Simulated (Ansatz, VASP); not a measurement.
**Cross-check of SrTiO3 between VASP and Ansatz**

One calculation is typed for both programs; each brings its own data sets. How far apart do they land? Of the first pair: The cell is taken from a series of runs on this material, whose earlier steps may have relaxed, scaled, displaced or heated it; both programs get it as it stands.

Calculated with Ansatz 0.2.0; plane waves, with VASP 6.6.1 beside it; relaxation of cell and atoms at PBEsol, relaxation of cell and atoms at RPBE and relaxation of cell and atoms at r2SCAN with rVV10.

## (1) The starting structure

It takes space group Pm-3m (No. 221, cubic). The conventional cell has a = 3.899 Å, b = 3.899 Å, c = 3.899 Å, α = 90.00°, β = 90.00°, γ = 90.00°. Nearest to Sr lie 12 O at 2.76 Å. Nearest to Ti lie 6 O at 1.95 Å. O has 2 Ti at 1.95 Å and 4 Sr at 2.76 Å nearest. Farther neighbours and most contacts between anions are not listed.

## (2) Ansatz: relaxation of cell and atoms, PBEsol

Ansatz runs on its PAW soft_1 files.

The relaxed volume is the usual yardstick between codes: in a stiff, nearly cubic crystal its relative difference is about their pressure difference at one cell divided by the bulk modulus.

input.yaml

```yaml
crystal:
  lattice:
    - [3.899, 0.0, 0.0]
    - [0.0, 3.899, 0.0]
    - [0.0, 0.0, 3.899]
  atoms:
    - { symbol: Sr, position: [0.5, 0.5, 0.5] }
    - { symbol: Ti, position: [0.0, 0.0, 0.0] }
    - { symbol: O, position: [0.5, 0.0, 0.0] }
    - { symbol: O, position: [0.0, 0.5, 0.0] }
    - { symbol: O, position: [0.0, 0.0, 0.5] }
kpoints:
  mp_grid: { grid: [7, 7, 7] }
scf:
  occupations: { method: fermi_dirac, width: 0.05 }
hamiltonian:
  xc: pbesol
  pseudopotentials: { kind: paw, azcp: { folder: soft_1 }, xc_functional: pbe }
relax:
  f_tol: 0.01
  max_steps: 60
  cell: { stress_tol: 0.02 }
output:
  forces: true
  stress: true
```

Launch:

```console
> ansatz run input.yaml --threads 4 --pin off --max-ram 10240MiB --backend cpu --events-out ev --progress --plain --runs-dir out
```

Numbers of over 12 decimals in the logs are rounded to 6 here.

Output:

```text
Engine: ansatz 0.2.0, aarch64-unknown-linux-gnu
Pseudopotentials: kind: paw
Pseudopotential: Sr, paw, valence charge 10, recommended cutoff 420 eV (normal), soft_1/Sr.paw.azcp
Pseudopotential: Ti, paw, valence charge 12, recommended cutoff 420 eV (normal), soft_1/Ti.paw.azcp
Pseudopotential: O, paw, valence charge 6, recommended cutoff 420 eV (normal), soft_1/O.paw.azcp
Functional definition: PBEsol
  exchange = pbesol_x
  correlation = pbesol_c
Crystal: 5 atoms, lattice volume = 59.273 Å³
Basis set: ecut = 420 eV, 1189 PW (Γ), exchange–correlation on 54×54×54 points (8 copies of the dense FFT grid, shifted against one another)
Bands: 25, of which v1, the nominal top of the filled ones, is band 20 counted from 1 (19 counted from 0)
Symmetry: 48 space group operations
Space group: Pm-3m (ITA 221), of the structure as read, at distance tolerance 3.9e-5 Å
k-points: 20 of 343
Non-local potential: Sr, projectors of the file, l = 0: 3, l = 1: 2, l = 2: 2
Non-local potential: Ti, projectors of the file, l = 0: 3, l = 1: 2, l = 2: 3, l = 3: 1
Non-local potential: O, projectors of the file, l = 0: 2, l = 1: 2, l = 2: 1
PAW form: soft (Blöchl's): semilocal exchange-correlation on the pseudo side does not see the compensation charge
PAW frozen core: Sr, regenerated for the run's functional, and the local potential with it (the file was generated under x = pbe(κ = 0.804, μ = 0.219515), c = pbe(β = 0.066725))
PAW frozen core: Ti, regenerated for the run's functional, and the local potential with it (the file was generated under x = pbe(κ = 0.804, μ = 0.219515), c = pbe(β = 0.066725))
PAW frozen core: O, regenerated for the run's functional, and the local potential with it (the file was generated under x = pbe(κ = 0.804, μ = 0.219515), c = pbe(β = 0.066725))
PAW one-centre angular grid: Sr, 110 points (default); XC on 64 Gauss nodes
PAW one-centre angular grid: Ti, 590 points (default); XC on 64 Gauss nodes
PAW one-centre angular grid: O, 110 points (default); XC on 64 Gauss nodes
Initial density: superposition of atomic densities (chi_scale 0.1, normalization cell, long waves kept (reshape's long-wave potential 0.00 eV rms))
Initial wavefunctions: pseudopotential atomic-orbital guess
Functional: x = pbesol(κ = 0.804, μ = 0.123457), c = pbesol(β = 0.046)
SCF iter   1: F=—  HF=-7657.493965 eV  |F-HF|=—  |Δ(HF+E_count)|=         —  Δρ=5.25e-2  dr2=1.37e0  ethr=3.10e-3  ⟨swp⟩=7.5  Hψ=2557  notcnv=0
preconditioner: auto → Resta (q_TF=auto, 2.555 Å⁻¹)  ε∞=5.2  [insulator: Δε(μ)=2.088 eV  Ē_g=12.815 eV  σ=0.050 eV  W_gap=1.00  n_scr=18 (ndim 8)  ℏωp=26.4 eV  f_vac=0.000  D(μ)=0.00/eV (n_scr^D=0)  ε∞_Penn≈5.2]
SCF iter   2: F=—  HF=-7657.325811 eV  |F-HF|=—  |Δ(HF+E_count)|=   1.68e-1  Δρ=2.74e-2  dr2=4.78e-1  ethr=3.10e-3  ⟨swp⟩=2.1  Hψ=751  notcnv=0  defer=16
SCF iter   3: F=—  HF=-7657.270005 eV  |F-HF|=—  |Δ(HF+E_count)|=   5.58e-2  Δρ=7.31e-3  dr2=2.06e-2  ethr=1.20e-3  ⟨swp⟩=2.6  Hψ=1093  notcnv=0  defer=16
SCF iter   4: F=—  HF=-7657.271257 eV  |F-HF|=—  |Δ(HF+E_count)|=   1.25e-3  Δρ=2.37e-3  dr2=1.95e-3  ethr=5.16e-5  ⟨swp⟩=2.1  Hψ=812  notcnv=0  defer=16
SCF iter   5: F=—  HF=-7657.272073 eV  |F-HF|=—  |Δ(HF+E_count)|=   8.16e-4  Δρ=3.16e-4  dr2=5.20e-5  ethr=4.88e-6  ⟨swp⟩=2.1  Hψ=805  notcnv=0  defer=16
SCF iter   6: F=—  HF=-7657.272413 eV  |F-HF|=—  |Δ(HF+E_count)|=   3.39e-4  Δρ=7.56e-5  dr2=4.03e-6  ethr=1.30e-7  ⟨swp⟩=2.0  Hψ=834  notcnv=0  defer=16
SCF iter   7: F=—  HF=-7657.272414 eV  |F-HF|=—  |Δ(HF+E_count)|=   1.77e-6  Δρ=1.56e-5  dr2=1.85e-7  ethr=1.01e-8  ⟨swp⟩=2.8  Hψ=872  notcnv=0  defer=16
SCF iter   8: F=-7657.272414 eV  HF=-7657.272414 eV  |F-HF|=1.13e-9  |Δ(HF+E_count)|=   5.19e-8  Δρ=4.01e-6  dr2=1.06e-8  ethr=2.50e-10  ⟨swp⟩=5.0  Hψ=1935  notcnv=0
SCF 1 converged in 8 iterations: F = -7657.272414 eV  dr2 = 1.06e-8
  greatest PAW one-centre occupation: 0.998 electrons in one spin orbital (limit 2), on the Ti atom at site 1 (counted from 0), in its partial waves of l = 0
relax step   1: F+E_penalty+E_count = -7657.27241439 eV  Δ(F+E_penalty+E_count) = +0.000e0 eV  max|allowed force component| = 3.460e-29 eV/Å  Δτ_max = 0.0000 Å  P = -1.075 GPa  Ω = 59.273 Å³  (8 SCF iters, dr2 threshold 1.00e-7 eV, accepted)
[...]
relax step   4: F+E_penalty+E_count = -7657.27377802 eV  Δ(F+E_penalty+E_count) = +5.659e-4 eV  max|allowed force component| = 1.137e-30 eV/Å  Δτ_max = 0.0000 Å  P = -0.023 GPa  Ω = 58.935 Å³  stress off target by 2.26e-2 GPa  SCF on the basis re-selected at this cell (its energy is not comparable with the rows above)  (9 SCF iters)
[...]
relax step   5: F+E_penalty+E_count = -7657.27379466 eV  Δ(F+E_penalty+E_count) = -1.664e-5 eV  max|allowed force component| = 1.588e-29 eV/Å  Δτ_max = 0.0000 Å  P = -0.000 GPa  Ω = 58.928 Å³  energy of the carried Pulay correction = +1.614e-5 eV  (6 SCF iters, dr2 threshold 1.27e-9 eV, accepted)
[...]
relax step   6: F+E_penalty+E_count = -7657.27372625 eV  Δ(F+E_penalty+E_count) = +6.841e-5 eV  max|allowed force component| = 1.767e-29 eV/Å  Δτ_max = 0.0000 Å  P = -0.000 GPa  Ω = 58.928 Å³  stress off target by 4.15e-4 GPa  SCF on the basis re-selected at this cell (its energy is not comparable with the rows above)  (8 SCF iters)
basis re-selected at this cell: Δ(F+E_penalty+E_count) = +6.841e-5 eV, ΔP = -0.000 GPa vs the last step (what re-selecting the basis moved, of the pressure what is left beyond the Pulay correction that the steps carried, after the strain that the cell walked since its last selection, with what the two solves' SCF thresholds leave and, on support functions, any second-order correction that the steps lacked; it is no m [...]
SCF converged after 8 iterations
Free energy (F): -7657.273726 eV
Harris-Foulkes:  -7657.273726 eV  (|F-HF|=1.82e-12)
Internal energy: -7657.273726 eV  (E = F + TS)
E sigma→0 (E₀):  -7657.273726 eV
Fermi energy:    10.895740 eV
--- Per-component energies (eV) ---
  E_band       = -203.322057
  E_kinetic    = 1019.980239
  E_local      = -2439.019943  (includes V_loc(G=0)·N_el)
  E_nonlocal   = 450.538418
  E_hartree    = 842.525181
  E_xc         = -504.780473
  E_vxc        = -577.483953  (∫ρ·V_xc dr)
  E_paw        = -4125.504483  (= ΣΔE_a)
  E_vpaw       = -342.389455  (= ΣTr[D̂ρ^β])
  E_aug_tail   = 0.002272  (compensation charges beyond the density's cutoff)
  E_ewald      = -2901.394532
  E_core_change = 0.379596  (= ΣΔE_core)
  E_smearing   = -0.000000  (= −TS)
  E_closure    = 0.000000  (closes the sum)
  Σ components = -7657.273726   (vs F -7657.273726, Δ=0.00e0)
--- Forces (eV/Å), atoms counted from 1 ---
  atom   1  Sr     0.00000000     0.00000000    -0.00000000
  atom   2  Ti    -0.00000000     0.00000000    -0.00000000
  atom   3  O     -0.00000000    -0.00000000     0.00000000
  atom   4  O      0.00000000    -0.00000000    -0.00000000
  atom   5  O      0.00000000    -0.00000000    -0.00000000
  max |Σ_I F_I| component: 1.68e-29 eV/Å
--- Stress (GPa, compression-positive) ---
       -0.000415      -0.000000       0.000000
       -0.000000      -0.000415       0.000000
        0.000000       0.000000      -0.000415
  P = ⅓ Tr σ = -0.0004 GPa (-0.004 kbar)
--- Relaxed structure (4 steps of the walk, 4 accepted, 2 SCFs on fresh bases) ---
  F+E_penalty+E_count = -7657.27372625 eV   max|allowed force component| = 1.767e-29 eV/Å   (the final SCF, on the basis selected at the relaxed cell)
  cell:  # Å, volume = 58.9282 Å³
    - [3.891417, 0, 0]
    - [0, 3.891417, 0]
    - [0, 0, 3.891417]
  atoms:
    - { symbol: Sr, position: [0.500000, 0.500000, 0.500000] }
    - { symbol: Ti, position: [0, 0, 0] }
    - { symbol: O, position: [0.500000, 0, 0] }
    - { symbol: O, position: [0, 0.500000, 0] }
    - { symbol: O, position: [0, 0, 0.500000] }
```

## (3) VASP: relaxation of cell and atoms, PBEsol

The same cell, functional, mesh and smearing now go to VASP, with its own data sets.

Lines of VASP's logs that name or quote its potential files are left out, and so is its time.

INCAR

```
SYSTEM = SrTiO3
PREC = Accurate
ENCUT = 600
EDIFF = 1E-07
NELM = 120
ISMEAR = -1
SIGMA = 0.05
LREAL = .FALSE.
ALGO = Normal
GGA = PS
NBANDS = 26
LASPH = .TRUE.
LORBIT = 11
LWAVE = .FALSE.
LCHARG = .FALSE.
ISIF = 3
IBRION = 2
NSW = 80
EDIFFG = -0.005
GGA_COMPAT = .FALSE.
NELMIN = 4
EFERMI = MIDGAP
KPAR = 2
```

POSCAR

```
SrTiO3
1.0
    3.8990000000      0.0000000000      0.0000000000
    0.0000000000      3.8990000000      0.0000000000
    0.0000000000      0.0000000000      3.8990000000
Sr Ti O
1 1 3
Direct
    0.5000000000      0.5000000000      0.5000000000
    0.0000000000      0.0000000000      0.0000000000
    0.5000000000      0.0000000000      0.0000000000
    0.0000000000      0.5000000000      0.0000000000
    0.0000000000      0.0000000000      0.5000000000
```

KPOINTS

```
Automatic mesh
0
Gamma
7 7 7
0 0 0
```

PAW data sets: Sr_sv, Ti_sv and O (PBE family, release 64).

Launch:

```console
> mpirun -np 2 vasp_std
```

Output:

```text
[banner, memory and clock lines left out]
running    2 mpi-ranks, on    1 nodes
 distrk:  each k-point on    1 cores,    2 groups
 distr:  one band on    1 cores,    1 groups

 POSCAR found type information on POSCAR SrTiO
 POSCAR found :  3 types and       5 ions
|                                                                             |
|               ----> ADVICE to this user running VASP <----                  |
|                                                                             |
|     You enforced a specific xc type in the INCAR file but a different       |
|     [... a line on the potential file left out ...]
|     I HOPE YOU KNOW WHAT YOU ARE DOING!                                     |
|                                                                             |

 LDA part: xc-table for (Slater+PW92), standard interpolation
 POSCAR, INCAR and KPOINTS ok, starting setup
 FFT: planning ... GRIDC
 FFT: planning ... GRID_SOFT
 FFT: planning ... GRID
 WAVECAR not read
 entering main loop
       N       E                     dE             d eps       ncg     rms          rms(c)
DAV:   1     0.463033369653E+03    0.46303E+03   -0.23008E+04  1040   0.187E+03
DAV:   2    -0.530155128202E+01   -0.46833E+03   -0.45303E+03  1228   0.480E+02
DAV:   3    -0.488663755789E+02   -0.43565E+02   -0.43307E+02  1168   0.147E+02
DAV:   4    -0.516061743467E+02   -0.27398E+01   -0.27359E+01  1808   0.307E+01
DAV:   5    -0.516398620676E+02   -0.33688E-01   -0.33663E-01  1364   0.341E+00    0.270E+01
DAV:   6    -0.420498039722E+02    0.95901E+01   -0.55600E+01  1566   0.684E+01    0.157E+01
DAV:   7    -0.421067369683E+02   -0.56933E-01   -0.77637E+00  1336   0.206E+01    0.112E+01
DAV:   8    -0.421159428767E+02   -0.92059E-02   -0.18220E+00  1350   0.141E+01    0.296E+00
DAV:   9    -0.420310722288E+02    0.84871E-01   -0.41871E-01  1350   0.666E+00    0.107E+00
DAV:  10    -0.420355670432E+02   -0.44948E-02   -0.17152E-01  1244   0.259E+00    0.102E+00
DAV:  11    -0.420224030713E+02    0.13164E-01   -0.49217E-02  1618   0.207E+00    0.205E-01
DAV:  12    -0.420222856184E+02    0.11745E-03   -0.26401E-03  1222   0.419E-01    0.124E-01
DAV:  13    -0.420221938727E+02    0.91746E-04   -0.72498E-04  1672   0.254E-01    0.672E-02
DAV:  14    -0.420221979413E+02   -0.40686E-05   -0.33415E-04  1428   0.175E-01    0.327E-02
DAV:  15    -0.420221865992E+02    0.11342E-04   -0.70030E-05  1356   0.882E-02    0.174E-02
DAV:  16    -0.420221860239E+02    0.57526E-06   -0.10557E-05  1280   0.326E-02    0.618E-03
DAV:  17    -0.420221859422E+02    0.81775E-07   -0.10146E-06  1522   0.104E-02    0.351E-03
DAV:  18    -0.420221859681E+02   -0.25910E-07   -0.94679E-08   830   0.315E-03
   1 F= -.42022186E+02 E0= -.42022186E+02  d E =-.420222E+02
 curvature:   0.00 expect dE= 0.000E+00 dE for cont linesearch  0.000E+00
 trial: gam= 0.00000 g(F)=  0.000E+00 g(S)=  0.141E-02 ort = 0.000E+00 (trialstep = 0.100E+01)
 search vector abs. value=  0.141E-02
 bond charge predicted
       N       E                     dE             d eps       ncg     rms          rms(c)
DAV:   1    -0.420331571844E+02   -0.10971E-01   -0.30857E-01  1226   0.559E+00    0.962E-01
DAV:   2    -0.420235302356E+02    0.96269E-02   -0.33717E-02  1220   0.181E+00    0.334E-01
DAV:   3    -0.420219800915E+02    0.15501E-02   -0.89732E-03  1198   0.608E-01    0.136E-01
DAV:   4    -0.420220687190E+02   -0.88627E-04   -0.20260E-03  1456   0.223E-01    0.122E-01
DAV:   5    -0.420221122166E+02   -0.43498E-04   -0.15993E-04  1726   0.118E-01    0.944E-02
DAV:   6    -0.420221960889E+02   -0.83872E-04   -0.12579E-04  1362   0.643E-02    0.387E-02
DAV:   7    -0.420222256523E+02   -0.29563E-04   -0.76581E-05  1676   0.474E-02    0.986E-03
DAV:   8    -0.420222291505E+02   -0.34982E-05   -0.91424E-06  1474   0.167E-02    0.254E-03
DAV:   9    -0.420222297754E+02   -0.62490E-06   -0.16350E-06  1624   0.723E-03    0.888E-04
DAV:  10    -0.420222296704E+02    0.10504E-06   -0.69055E-08   672   0.256E-03    0.579E-04
DAV:  11    -0.420222296790E+02   -0.85743E-08   -0.18911E-08   622   0.103E-03
   2 F= -.42022230E+02 E0= -.42022230E+02  d E =-.437109E-04
 trial-energy change:   -0.000044  1 .order   -0.000033   -0.001414    0.001348
 step:   0.5178(harm=  0.5119)  dis= 0.00000  next Energy=   -42.022554 (dE=-0.368E-03)
 bond charge predicted
       N       E                     dE             d eps       ncg     rms          rms(c)
DAV:   1    -0.420250978831E+02   -0.28682E-02   -0.71705E-02  1236   0.271E+00    0.464E-01
DAV:   2    -0.420228729761E+02    0.22249E-02   -0.78720E-03  1220   0.878E-01    0.161E-01
DAV:   3    -0.420225138098E+02    0.35917E-03   -0.20911E-03  1180   0.287E-01    0.694E-02
DAV:   4    -0.420225273624E+02   -0.13553E-04   -0.46727E-04  1392   0.108E-01    0.619E-02
DAV:   5    -0.420225377781E+02   -0.10416E-04   -0.42695E-05  1772   0.628E-02    0.477E-02
DAV:   6    -0.420225530884E+02   -0.15310E-04   -0.30233E-05  1284   0.318E-02    0.184E-02
DAV:   7    -0.420225568322E+02   -0.37438E-05   -0.17699E-05  1832   0.207E-02    0.558E-03
DAV:   8    -0.420225568081E+02    0.24049E-07   -0.86164E-07  1194   0.709E-03
   3 F= -.42022557E+02 E0= -.42022557E+02  d E =-.370840E-03
 curvature:  -0.26 expect dE=-0.904E-07 dE for cont linesearch -0.904E-07
 trial: gam= 0.00000 g(F)=  0.742E-66 g(S)=  0.353E-06 ort =-0.223E-04 (trialstep = 0.904E+00)
 search vector abs. value=  0.353E-06
 reached required accuracy - stopping structural energy minimisation
```

OUTCAR, selected parts (step 3):

```text
ion  position               nearest neighbor table
   1  0.500  0.500  0.500-   3 2.76   4 2.76   5 2.76   3 2.76   4 2.76   3 2.76   5 2.76   3 2.76
                             4 2.76   5 2.76   4 2.76   5 2.76   2 3.38   2 3.38   2 3.38   2 3.38
   2  0.000  0.000  0.000-   3 1.95   4 1.95   5 1.95   5 1.95   4 1.95   3 1.95   1 3.38   1 3.38
                             1 3.38   1 3.38   1 3.38   1 3.38   1 3.38   1 3.38
   3  0.500  0.000  0.000-   2 1.95   2 1.95   1 2.76   1 2.76   1 2.76   1 2.76
   4  0.000  0.500  0.000-   2 1.95   2 1.95   1 2.76   1 2.76   1 2.76   1 2.76
   5  0.000  0.000  0.500-   2 1.95   2 1.95   1 2.76   1 2.76   1 2.76   1 2.76

  LATTYP: Found a simple cubic cell.
 ALAT       =     3.8990000000

 Subroutine GETGRP returns: Found 48 space group operations
 (whereof 48 operations were pure point group operations)

The static configuration has the point symmetry O_h .

 Found     20 irreducible k-points:

   k-points           NKPTS =     20   k-points in BZ     NKDIM =     20   number of bands    NBANDS=     26

   dimension x,y,z NGX =    32 NGY =   32 NGZ =   32
   dimension x,y,z NGXF=    64 NGYF=   64 NGZF=   64

   ENCUT  =  600.0 eV  44.10 Ry    6.64 a.u.   7.79  7.79  7.79*2*pi/ulx,y,z

   NELECT =      40.0000    total number of electrons

 k-points in reciprocal lattice and weights: Automatic mesh
   0.00000000  0.00000000  0.00000000       0.003
   0.14285714  0.00000000  0.00000000       0.017
   0.28571429  0.00000000  0.00000000       0.017
   0.42857143  0.00000000  0.00000000       0.017
   0.14285714  0.14285714  0.00000000       0.035
   0.28571429  0.14285714  0.00000000       0.070
   0.42857143  0.14285714  0.00000000       0.070
   0.28571429  0.28571429  0.00000000       0.035
   0.42857143  0.28571429  0.00000000       0.070
[...]
0.42857143  0.42857143  0.28571429       0.070
   0.42857143  0.42857143  0.42857143       0.023

 average (electrostatic) potential at core
       1 -34.2326       2 -76.1653       3 -69.4508       4 -69.4508       5 -69.4508

 E-fermi :   4.9929

 k-point     1 :       0.0000    0.0000    0.0000
  band No.  band energies     occupation
    ...
     16       2.8893      2.00000
     17       2.8893      2.00000
     18       3.7348      2.00000
     19       3.7348      2.00000
     20       3.7348      2.00000
     21       5.9049      0.00000
     22       5.9049      0.00000
     23       5.9049      0.00000
     24       8.4797      0.00000
     25       8.4797      0.00000
    ...

 k-point     2 :       0.1429    0.0000    0.0000
  band No.  band energies     occupation
    ...
     16       2.6187      2.00000
     17       2.7021      2.00000
     18       3.1285      2.00000
     19       3.6113      2.00000
     20       3.6113      2.00000
     21       5.9376      0.00000
     22       6.3676      0.00000
     23       6.3676      0.00000
     24       8.4866      0.00000
     25       9.0643      0.00000
    ...

 k-point     3 :       0.2857    0.0000    0.0000
  band No.  band energies     occupation
    ...
     16       2.1005      2.00000
     17       2.1652      2.00000
     18       2.3308      2.00000
     19       3.4523      2.00000
     20       3.4523      2.00000
     21       6.0135      0.00000
     22       7.2181      0.00000
     23       7.2181      0.00000
     24       8.4949      0.00000
     25      10.0139      0.00000
    ...

  Total        0.0034938      0.0034938      0.0034938     -0.0000000      0.0000000      0.0000000
  in kB        0.0947512      0.0947512      0.0947512     -0.0000000      0.0000000      0.0000000
  external PRESSURE =       0.0947512 kB  Pullay stress =       0.0000000 kB

  energy-cutoff  :      600.00
  volume of cell :       59.08
      direct lattice vectors                 reciprocal lattice vectors
     3.894695027 -0.000000000 -0.000000000     0.256759513 -0.000000000  0.000000000
     0.000000000  3.894695027 -0.000000000     0.000000000  0.256759513 -0.000000000
     0.000000000  0.000000000  3.894695027     0.000000000  0.000000000  0.256759513

 POSITION                                       TOTAL-FORCE (eV/Angst)
 -----------------------------------------------------------------------------------
      1.94735      1.94735      1.94735         0.000000      0.000000      0.000000
      0.00000      0.00000      0.00000        -0.000000     -0.000000      0.000000
      1.94735     -0.00000     -0.00000        -0.000000     -0.000000      0.000000
      0.00000      1.94735     -0.00000        -0.000000     -0.000000      0.000000
      0.00000      0.00000      1.94735        -0.000000      0.000000      0.000000
 -----------------------------------------------------------------------------------
    total drift:                                0.000000      0.000000     -0.000000

  FREE ENERGIE OF THE ION-ELECTRON SYSTEM (eV)
  ---------------------------------------------------
  free  energy   TOTEN  =       -42.0225568081 eV

  energy  without entropy=      -42.0225568071  energy(sigma->0) =      -42.02255681

 reached required accuracy - stopping structural energy minimisation

 total charge
# of ion       s       p       d       tot
------------------------------------------
    1        1.997   5.762   0.208   7.968
    2        2.237   6.332   1.783  10.352
    3        1.556   3.477   0.000   5.034
    4        1.556   3.477   0.000   5.034
    5        1.556   3.477   0.000   5.034
--------------------------------------------------
tot          8.902  22.527   1.991  33.420

[... 3 further parts left out ...]
```

This run has no spin polarisation, so a moment on Ti, if there is one, isn't seen.

(Continued in part 2 of 2.)

[Lines on the potential files, build, host, timing and source positions are cut from VASP's logs without a mark.]

[Logs are printed without paths, hosts, clocks, repeated set-up lines and the standing remarks that a program may print on its own settings, such as how far it seeks lower states.]

[Hosts, paths, dates, database ids (printed as entryN), source tags and the programs' standing remarks are cut or masked in the printed files.]
